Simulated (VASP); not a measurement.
All values below come from PBE GGA, VASP's PBE PAW potentials (set 64) (plane waves; VASP 6.6.1).

The input files of a VASP run:

**KPOINTS**
```
Automatic mesh
0
Gamma
6 6 6
0 0 0
```

### POSCAR
```
PbSe
1
    0.0000000000     2.9988000000     2.9988000000
    2.9988000000     0.0000000000     2.9988000000
    2.9988000000     2.9988000000     0.0000000000
Pb Se
1 1
Direct
  0.0000000000   0.0000000000   0.0000000000
  0.5000000000   0.5000000000   0.5000000000
```

INCAR:
```
SYSTEM = PbSe
PREC = Accurate; ENCUT = 300; LREAL = .False.
LASPH = .True.
EDIFF = 1E-6; NELM = 100; ALGO = Normal
LMAXMIX = 4
ISMEAR = -1; SIGMA = 0.01
GGA = PE
ISIF = 2
LWAVE = .False.; LCHARG = .False.
```

POTCAR, in this order: Pb_d Se (PBE.64 set). Program: vasp_std.

At this cut-off the stress carries a Pulay error, which pulls relaxed volumes low.

Task: What does the run give for the energy per atom (σ→0), pressure?

Result: 
```yaml
energy per atom (σ→0): -4044 meV/atom
pressure: 5.97 GPa
```

File OSZICAR:
```
...
DAV:   6    -0.809130169797E+01    0.24634E+00   -0.62076E-01   654   0.639E+00    0.177E+00
DAV:   7    -0.808493969885E+01    0.63620E-02   -0.11617E-01   514   0.194E+00    0.911E-01
DAV:   8    -0.808767705691E+01   -0.27374E-02   -0.11887E-02   484   0.144E+00    0.127E-01
DAV:   9    -0.808741660798E+01    0.26045E-03   -0.24987E-03   686   0.607E-01    0.459E-02
DAV:  10    -0.808744458337E+01   -0.27975E-04   -0.20921E-04   484   0.965E-02    0.185E-02
DAV:  11    -0.808744861243E+01   -0.40291E-05   -0.82145E-05   538   0.102E-01    0.831E-03
DAV:  12    -0.808744847736E+01    0.13506E-06   -0.46405E-06   550   0.177E-02
   1 F= -.80874485E+01 E0= -.80873992E+01  d E =-.985002E-04
```

The structure is a typed PbSe crystal (Fm-3m). The cell was not relaxed at this level, and its volume differs by -5.9 % from the start's.
